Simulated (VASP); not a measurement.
Data:

```
CELL_PARAMETERS angstrom
      0.00000     2.88957     2.88957
      2.88957     0.00000     2.88957
      2.88957     2.88957     0.00000
ATOMIC_POSITIONS crystal
  Te 0.25000 0.25000 0.25000
  Cu 0.00000 0.00000 0.00000
```

Level of theory: PBE GGA + U (Dudarev), VASP's PBE PAW potentials (set 64) (plane waves; VASP 6.6.1). Run with 400 eV cut-off, 7×7×7 Γ-centred mesh, Gaussian smearing of 0.050 eV, potentials Te Cu, U − J: Cu 3.00 eV.

Q: Give the stress tensor in GPa (positive for a compressed cell).

A: 
```
3.53  0.00  0.00
0.00  3.53  0.00
0.00  0.00  3.53
```
The pressure is its mean diagonal, 3.53 GPa.

The structure was generated: CuTe was put into the zincblende type (F-43m), which need not be its known phase. The cell was not relaxed at this level. The run is one of a series of settings (LDAU = .TRUE., LDAUJ = 0 0, LDAUL = -1 2, LDAUTYPE = 2, LDAUU = 0 3.0 against the base run), some of them coarse on purpose. The electron count is odd and the run is not spin-polarised, which forces a metal.
